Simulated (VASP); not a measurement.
Take AuZn (CsCl type), against free atoms with fixed spin and no zero-point term, in VASP with PAW potentials, and its cohesive energy.

One run gives 2.87 eV/atom. Which level is it?
A) PBE
B) RPBE
C) LDA
D) PBEsol

D, PBEsol.  The others give 3.31 (LDA), 1.80 (RPBE), 2.28 (PBE).

Only levels that ran to the end are used. Left out are those held back, those with too coarse a band path, GW runs whose mesh misses a band edge, hybrids' fits of cells that aren't cubic and levels without matching references; a question may draw on a part of the rest.
